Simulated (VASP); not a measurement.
The system is ZnH.

```
Zn H
1.0
     0.00000    2.21594    2.21594
     2.21594    0.00000    2.21594
     2.21594    2.21594    0.00000
Zn H
1 1
Cartesian
  0.0000 0.0000 0.0000
  1.1080 1.1080 1.1080
```

The cell was built by a generator and needn't be a form met in nature.

Base run:

```yaml
Program: VASP 6.6.1
Functional: PW91
Potentials_or_basis: VASP PAW PBE potentials, release 64 (Zn, H)
Cutoff: 520 eV
k_mesh: 10 × 10 × 10
Occupations: fermi-dirac, width 0.05 eV
Spin: no spin polarisation
```

Its results: pressure 0.4 GPa.

Q: The run is repeated on the same cell with these changes: functional from PW91 to AM05. What comes out?

A: Pressure -3.0 GPa.

AM05 binds more tightly than PW91, so the same cell stands under less pressure.

Caveats: the PAW data sets were made with another functional, which shifts forces and pressure a little.
